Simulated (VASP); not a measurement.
Input:

```xyz
2
Lattice="1.3194 -2.2853 0.0000 1.3194 2.2853 0.0000 0.0000 0.0000 4.6374" Properties=species:S:1:pos:R:3 pbc="T T T"
Zn     1.3194     0.7618     1.1594
Zn     1.3194    -0.7618     3.4781
```

Method: PBEsol GGA, VASP's PBE PAW potentials (set 64) (plane waves; VASP). Numerical set-up: 400 eV cut-off, 14×14×7 Γ-centred mesh, first-order Methfessel-Paxton smearing of 0.10 eV, potentials Zn.

Question: Estimate the energy per atom (σ→0), band gap (on the k-mesh) with the smallest direct gap where there is one.

Answer: 
```yaml
band gap (on the k-mesh): none (metal, semimetal or under 0.01 eV)
energy per atom (σ→0): -1.584 eV/atom
```

The compound is Zn in the hcp structure. It was relaxed first, which changed the volume by -8 %. The start is the result of an earlier pass.
